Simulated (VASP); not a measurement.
Data:

```
MgTe
1.0
    2.28133    -3.95138     0.00000
    2.28133     3.95138     0.00000
    0.00000     0.00000     7.41457
Mg Te
2 2
Direct
  0.66667   0.33333   0.49970
  0.33333   0.66667   0.99970
  0.66667   0.33333   0.87630
  0.33333   0.66667   0.37630
```

Level of theory: PBEsol GGA, VASP's PBE PAW potentials (set 64) (plane waves; VASP 6.6.1). Numerical set-up: 500 eV cut-off, 6×6×3 Γ-centred mesh, Gaussian smearing of 0.050 eV, potentials Mg Te.

Unless said otherwise, spin-orbit coupling is left out, though it shifts the bands of the heavy elements here.

**Question.** Predict the energy per atom (σ→0), band gap (on the k-mesh) with the smallest direct gap where there is one.

**Answer.** 
| Quantity | Result |
|---|---|
| band gap (on the k-mesh) | 2.39 eV |
| smallest direct gap (on the k-mesh) | 2.39 eV |
| energy per atom (σ→0) | -3447 meV/atom |

The compound is MgTe in the wurtzite structure. It was relaxed first.
